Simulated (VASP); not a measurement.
# LaTe (Pm-3m) in VASP: single point with LDA

Aim: the single point of LaTe with LDA.

Program: VASP 6.6.1. These are calculated values, not measurements. Logs are shortened: lines on timing, memory, paths and dates and some standing lists are left out, and cuts for length are marked.

### 1 The structure

It takes space group Pm-3m (No. 221, cubic). Conventional cell: a = 3.936 Å, b = 3.936 Å, c = 3.936 Å, α = 90.00°, β = 90.00°, γ = 90.00°. La (site symmetry m-3m) is surrounded by 8 Te at 3.41 Å. Around Te (site symmetry m-3m) lie 8 La at 3.41 Å.

The cell comes from a database or a generator and needn't be the stable form of this composition.

### 2 Single point, LDA

INCAR reads:

```
PREC = Accurate
ENCUT = 520
EDIFF = 1E-7
ISMEAR = 1
SIGMA = 0.01
LREAL = False
LASPH = True
NELM = 100
ALGO = Normal
ISIF = 2
LWAVE = False
LCHARG = False
NBANDS = 16
```

KPOINTS reads:

```
Automatic mesh
0
Gamma
  6 6 6
```

POSCAR reads:

```
LaTe
1.0
    3.9360920000      0.0000000000      0.0000000000
    0.0000000000      3.9360920000      0.0000000000
    0.0000000000      0.0000000000      3.9360920000
La Te
1 1
Direct
    0.0000000000      0.0000000000      0.0000000000
    0.5000000000      0.5000000000      0.5000000000
```

Potentials or basis: VASP PAW LDA potentials, release 64 (La, Te).

Started as:

```bash
$ cat potpaw_LDA.64/La/POTCAR potpaw_LDA.64/Te/POTCAR > POTCAR
$ mpirun -np 1 vasp_std > vasp.out
```

OUTCAR:

```text
PREC = Accurate
   ENCUT = 520
   EDIFF = 1E-7
   ISMEAR = 1
   LREAL = False
   LASPH = True
   NELM = 100
   ISIF = 2

 ion  position               nearest neighbor table
   1  0.000  0.000  0.000-   2 3.41   2 3.41   2 3.41   2 3.41   2 3.41   2 3.41   2 3.41   2 3.41

   2  0.500  0.500  0.500-   1 3.41   1 3.41   1 3.41   1 3.41   1 3.41   1 3.41   1 3.41   1 3.41

  LATTYP: Found a simple cubic cell.
 ALAT       =     3.9360920000

  Lattice vectors:

 A1 = (   3.9360920000,   0.0000000000,   0.0000000000)
 A2 = (   0.0000000000,   3.9360920000,   0.0000000000)
 A3 = (   0.0000000000,   0.0000000000,   3.9360920000)

Analysis of symmetry for initial positions (statically):
=====================================================================
 Subroutine PRICEL returns:
 Original cell was already a primitive cell.

 Routine SETGRP: Setting up the symmetry group for a
 simple cubic supercell.

 Subroutine GETGRP returns: Found 48 space group operations
 (whereof 48 operations were pure point group operations)
 out of a pool of 48 trial point group operations.

The static configuration has the point symmetry O_h .

Analysis of symmetry for dynamics (positions and initial velocities):
=====================================================================
 Subroutine PRICEL returns:
 Original cell was already a primitive cell.

 Routine SETGRP: Setting up the symmetry group for a
 simple cubic supercell.

 Subroutine GETGRP returns: Found 48 space group operations
 (whereof 48 operations were pure point group operations)
 out of a pool of 48 trial point group operations.

The dynamic configuration has the point symmetry O_h .

 Subroutine INISYM returns: Found 48 space group operations
 (whereof 48 operations are pure point group operations),
 and found     1 'primitive' translations

----------------------------------------------------------------------------------------

                                     Primitive cell

  volume of cell :      60.9812

  direct lattice vectors                    reciprocal lattice vectors
     3.936092000  0.000000000  0.000000000     0.254059102  0.000000000  0.000000000
     0.000000000  3.936092000  0.000000000     0.000000000  0.254059102  0.000000000
     0.000000000  0.000000000  3.936092000     0.000000000  0.000000000  0.254059102

  length of vectors
     3.936092000  3.936092000  3.936092000     0.254059102  0.254059102  0.254059102

  position of ions in fractional coordinates (direct lattice)
     0.000000000  0.000000000  0.000000000
     0.500000000  0.500000000  0.500000000

  ion indices of the primitive-cell ions
   primitive index   ion index
                 1           1
                 2           2

----------------------------------------------------------------------------------------

 KPOINTS: Automatic mesh

Automatic generation of k-mesh.
 Grid dimensions read from file:
 generate k-points for:    6    6    6

 Generating k-lattice:

  Cartesian coordinates                     Fractional coordinates (reciprocal lattice)
     0.042343184  0.000000000  0.000000000     0.166666667  0.000000000  0.000000000
     0.000000000  0.042343184  0.000000000     0.000000000  0.166666667  0.000000000
     0.000000000  0.000000000  0.042343184     0.000000000  0.000000000  0.166666667

  Length of vectors
     0.042343184  0.042343184  0.042343184

  Shift w.r.t. Gamma in fractional coordinates (k-lattice)
     0.000000000  0.000000000  0.000000000

 Subroutine IBZKPT returns following result:
 ===========================================

 Found     20 irreducible k-points:

 Following reciprocal coordinates:
            Coordinates               Weight
  0.000000  0.000000  0.000000      1.000000
  0.166667  0.000000  0.000000      6.000000
  0.333333  0.000000  0.000000      6.000000
  0.500000  0.000000  0.000000      3.000000
  0.166667  0.166667  0.000000     12.000000
  0.333333  0.166667  0.000000     24.000000
[... 12 lines left out ...]
  0.500000  0.500000  0.333333      6.000000
  0.500000  0.500000  0.500000      1.000000
   k-points           NKPTS =     20   k-points in BZ     NKDIM =     20   number of bands    NBANDS=     16
   number of dos      NEDOS =    301   number of ions     NIONS =      2
   total plane-waves  NPLWV =  27000
   dimension x,y,z NGX =    30 NGY =   30 NGZ =   30
   dimension x,y,z NGXF=    60 NGYF=   60 NGZF=   60
   ions per type =               1   1
   NGX,Y,Z   is equivalent  to a cutoff of  12.67, 12.67, 12.67 a.u.
   NGXF,Y,Z  is equivalent  to a cutoff of  25.34, 25.34, 25.34 a.u.
 SYSTEM =  unknown system
   PREC   = accura    normal or accurate (medium, high low for compatibility)
   ISTART =      0    job   : 0-new  1-cont  2-samecut
   ICHARG =      2    charge: 1-file 2-atom 10-const
   ISPIN  =      1    spin polarized calculation?
   LNONCOLLINEAR =      F non collinear calculations
   LSORBIT =      F    spin-orbit coupling
   LASPH  =      T    aspherical Exc in radial PAW
   ENCUT  =  520.0 eV  38.22 Ry    6.18 a.u.   7.32  7.32  7.32*2*pi/ulx,y,z
   NELM   =    100;   NELMIN=  2; NELMDL= -5     # of ELM steps
   EDIFF  = 0.1E-06   stopping-criterion for ELM
   LREAL  =      F    real-space projection
   EDIFFG = 0.1E-05   stopping-criterion for IOM
   NSW    =      0    number of steps for IOM
   IBRION =     -1    ionic relax: 0-MD 1-quasi-New 2-CG
   NFREE  =      0    steps in history (QN), initial steepest desc. (CG)
   ISIF   =      2    stress and relaxation
   ISYM   =      2    0-nonsym 1-usesym 2-fastsym
   POTIM  = 0.5000    time-step for ionic-motion
   TEBEG  =    0.0;   TEEND  =   0.0 temperature during run
   PSTRESS=    0.0 pullay stress
   NELECT =      17.0000    total number of electrons
   NUPDOWN=      -1.0000    fix difference up-down
   EMIN   =  10.00;   EMAX   =-10.00  energy-range for DOS
   EFERMI =   0.00;   METHOD = LEGACY
   ISMEAR =     1;   SIGMA  =   0.01  broadening in eV -4-tet -1-fermi 0-gaus
   EFERMI_NEDOS =   21; number of points for ismear=-14 and -15
   IALGO  =     38    algorithm
   IMIX   =      4    mixing-type and parameters
     AMIX     =   0.40;   BMIX     =  1.00
     AMIX_MAG =   1.60;   BMIX_MAG =  1.00
  volume/ion in A,a.u.               =      30.49       205.76
  Fermi-wavevector in a.u.,A,eV,Ry     =   1.069447  2.020962 15.561210  1.143717
  Thomas-Fermi vector in A             =   2.205127
   LORBIT       =      0    0 simple, 1 ext, 2 COOP (PROOUT), +10 PAW based schemes
   GGA     = CA    functional components
   LHFCALC =     F    Hartree Fock is set to
   AEXX    =    0.0000 exact exchange contribution
   IVDW    =     0    specifies the selected vdW correction
   LEPSILON=     F    determine dielectric tensor
   LRPA    =     F    only Hartree local field effects (RPA)
 non-spin polarized calculation
 Methfessel and Paxton  Order N= 1 SIGMA  =   0.01
  energy-cutoff  :      520.00
  volume of cell :       60.98
 maximum number of plane-waves:      1662
 NGX is ok and might be reduce to    30
   NGX = 15   NGY = 15   NGZ = 15

 number of electron      17.0000000 magnetization

 Free energy of the ion-electron system (eV)
  ---------------------------------------------------
  ext. energy  EPLUGINS =         0.00000000
  ---------------------------------------------------
  free energy    TOTEN  =       -12.37175667 eV

  energy without entropy =      -12.37159680  energy(sigma->0) =      -12.37170338

 E-fermi :   9.0394     XC(G=0): -10.2361

 val. band max:        8.8868711298   @ k =   0.3333   0.3333   0.0000
 cond. band min:       9.0438138192   @ k =   0.5000   0.3333   0.1667
 fundamental gap:      0.1569426894
 Fermi energy:         9.0394486075

 k-point     1 :       0.0000    0.0000    0.0000
  band No.  band energies     occupation
      1     -24.1924      2.00000
      2      -7.7292      2.00000
      3      -7.7292      2.00000
      4      -7.7292      2.00000
      5      -3.3061      2.00000
      6       7.4326      2.00000
[... 8 lines left out ...]
     15      10.7303      0.00000
     16      10.7303      0.00000

 k-point     2 :       0.1667    0.0000    0.0000
  band No.  band energies     occupation
      1     -24.1820      2.00000
      2      -7.9254      2.00000
      3      -7.7116      2.00000
      4      -7.7116      2.00000
      5      -3.0377      2.00000
      6       5.9010      2.00000
[... 8 lines left out ...]
     15      10.5866      0.00000
     16      10.5866      0.00000

 k-point     3 :       0.3333    0.0000    0.0000
  band No.  band energies     occupation
      1     -24.1613      2.00000
      2      -8.2755      2.00000
      3      -7.6758      2.00000
      4      -7.6758      2.00000
      5      -2.4797      2.00000
      6       4.2587      2.00000
[... 8 lines left out ...]
     15      10.4833      0.00000
     16      10.4833      0.00000

 k-point     4 :       0.5000    0.0000    0.0000
  band No.  band energies     occupation
      1     -24.1508      2.00000
      2      -8.4345      2.00000
      3      -7.6578      2.00000
      4      -7.6578      2.00000
      5      -2.1704      2.00000
      6       3.5643      2.00000
[... 8 lines left out ...]
     15      10.4704      0.00000
     16      10.4704      0.00000

 k-point     5 :       0.1667    0.1667    0.0000
  band No.  band energies     occupation
      1     -24.1719      2.00000
      2      -7.9353      2.00000
      3      -7.8548      2.00000
      4      -7.6952      2.00000
      5      -2.8391      2.00000
      6       5.6878      2.00000
[... 8 lines left out ...]
     15      10.4968      0.00000
     16      10.5735      0.00000

 k-point     6 :       0.3333    0.1667    0.0000
  band No.  band energies     occupation
      1     -24.1514      2.00000
      2      -8.2315      2.00000
      3      -7.8310      2.00000
      4      -7.6621      2.00000
      5      -2.4399      2.00000
      6       4.4811      2.00000
[... 8 lines left out ...]
     15      10.4326      0.00000
     16      10.5022      0.00000

 k-point     7 :       0.5000    0.1667    0.0000
  band No.  band energies     occupation
      1     -24.1411      2.00000
      2      -8.3811      2.00000
      3      -7.8041      2.00000
      4      -7.6454      2.00000
      5      -2.2307      2.00000
      6       3.9310      2.00000
[... 8 lines left out ...]
     15      10.4412      0.00000
     16      10.4711      0.00000

 k-point     8 :       0.3333    0.3333    0.0000
  band No.  band energies     occupation
      1     -24.1314      2.00000
      2      -8.1655      2.00000
      3      -8.0954      2.00000
      4      -7.6344      2.00000
      5      -2.3826      2.00000
      6       4.8063      2.00000
[... 8 lines left out ...]
     15      10.3465      0.00000
     16      10.5439      0.00000

 k-point     9 :       0.5000    0.3333    0.0000
  band No.  band energies     occupation
      1     -24.1214      2.00000
      2      -8.2695      2.00000
      3      -8.0801      2.00000
      4      -7.6205      2.00000
      5      -2.3644      2.00000
      6       4.7790      2.00000
[... 8 lines left out ...]
     15      10.3972      0.00000
     16      10.4721      0.00000
[... 96 lines left out ...]
 k-point    15 :       0.5000    0.3333    0.1667
  band No.  band energies     occupation
      1     -24.1121      2.00000
      2      -8.2344      2.00000
      3      -8.0561      2.00000
      4      -7.7524      2.00000
      5      -2.2725      2.00000
      6       4.7071      2.00000
[... 8 lines left out ...]
     15      10.4451      0.00000
     16      10.5380      0.00000

 k-point    16 :       0.5000    0.5000    0.1667
  band No.  band energies     occupation
      1     -24.1024      2.00000
      2      -8.1829      2.00000
      3      -8.1829      2.00000
      4      -7.7358      2.00000
      5      -2.2947      2.00000
      6       4.9547      2.00000
[... 8 lines left out ...]
     15      10.4416      0.00000
     16      10.5221      0.00000

 k-point    17 :       0.3333    0.3333    0.3333
  band No.  band energies     occupation
      1     -24.1030      2.00000
      2      -8.0754      2.00000
      3      -8.0180      2.00000
      4      -8.0180      2.00000
      5      -2.1548      2.00000
      6       4.7398      2.00000
[... 8 lines left out ...]
     15      10.4451      0.00000
     16      10.7792      0.00000

 k-point    18 :       0.5000    0.3333    0.3333
  band No.  band energies     occupation
      1     -24.0935      2.00000
      2      -8.1626      2.00000
      3      -8.0189      2.00000
      4      -7.9916      2.00000
      5      -2.0725      2.00000
      6       4.4632      2.00000
[... 8 lines left out ...]
     15      10.4411      0.00000
     16      10.9251      0.00000

 k-point    19 :       0.5000    0.5000    0.3333
  band No.  band energies     occupation
      1     -24.0841      2.00000
      2      -8.1257      2.00000
      3      -8.1257      2.00000
      4      -7.9798      2.00000
      5      -1.9625      2.00000
      6       4.3166      2.00000
[... 8 lines left out ...]
     15      10.4272      0.00000
     16      11.2001      0.00000

 k-point    20 :       0.5000    0.5000    0.5000
  band No.  band energies     occupation
      1     -24.0748      2.00000
      2      -8.0966      2.00000
      3      -8.0966      2.00000
      4      -8.0966      2.00000
      5      -1.7644      2.00000
      6       4.0436      2.00000
[... 8 lines left out ...]
     15      10.4240      0.00000
     16      13.0272      0.00000

------------------------ aborting loop because EDIFF is reached ----------------------------------------

  FORCE on cell =-STRESS in cart. coord.  units (eV):
  Direction    XX          YY          ZZ          XY          YZ          ZX
  --------------------------------------------------------------------------------------
  -------------------------------------------------------------------------------------
  Total       -1.5989274     -1.5989274     -1.5989274      0.0000000      0.0000000      0.0000000
  in kB      -42.0091221    -42.0091221    -42.0091221      0.0000000      0.0000000      0.0000000
  external PRESSURE =     -42.0091221 kB  Pullay stress =       0.0000000 kB

 VOLUME and BASIS-vectors are now :
 -----------------------------------------------------------------------------
  energy-cutoff  :      520.00
  volume of cell :       60.98
      direct lattice vectors                 reciprocal lattice vectors
     3.936092000  0.000000000  0.000000000     0.254059102  0.000000000  0.000000000
     0.000000000  3.936092000  0.000000000     0.000000000  0.254059102  0.000000000
     0.000000000  0.000000000  3.936092000     0.000000000  0.000000000  0.254059102

 POSITION                                       TOTAL-FORCE (eV/Angst)
 -----------------------------------------------------------------------------------
      0.00000      0.00000      0.00000         0.000000      0.000000      0.000000
      1.96805      1.96805      1.96805         0.000000      0.000000      0.000000
 -----------------------------------------------------------------------------------
    total drift:                                0.000000     -0.000000     -0.000000

  FREE ENERGIE OF THE ION-ELECTRON SYSTEM (eV)
  ---------------------------------------------------
  free  energy   TOTEN  =       -12.3717566724 eV

  energy  without entropy=      -12.3715968048  energy(sigma->0) =      -12.37170338
```

Run time: 7.8 s. Hardware: 1 thread of Intel Xeon 6975P-C (Granite Rapids), shared host; peak memory 0.17 GiB.

Results:

```
Free energy            : -12.3718 eV
Pressure               : -4.2 GPa
Band gap on the k mesh : none (metal or under the smearing width)
```
